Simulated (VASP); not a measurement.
Input:

```
Ti
1.0
   -1.62562     1.62562     1.62562
    1.62562    -1.62562     1.62562
    1.62562     1.62562    -1.62562
Ti
1
Direct
  0.00000   0.00000   0.00000
```

Level of theory: r2SCAN meta-GGA, VASP's PBE PAW potentials (set 64) (plane waves; VASP). Numerical set-up: 400 eV cut-off, 18×18×18 Γ-centred mesh, tetrahedra with Blöchl corrections, potentials Ti_sv.

Give the energies of bands 5 to 9 at the high-symmetry points, in eV from the Fermi level.

```
band      Γ      H      N      P
----  -----  -----  -----  -----
5     -6.34  -2.31  -2.60  -0.67
6      1.15  -2.31  -0.34  -0.67
7      1.15   4.18   0.99  -0.67
8      1.15   4.18   2.97   3.39
9      2.96   4.18   3.32   3.39
```

It has no gap at this level: it comes out as a metal or semimetal.

The structure was generated: Ti was put into the bcc type (Im-3m), which need not be its known phase. It was relaxed first.
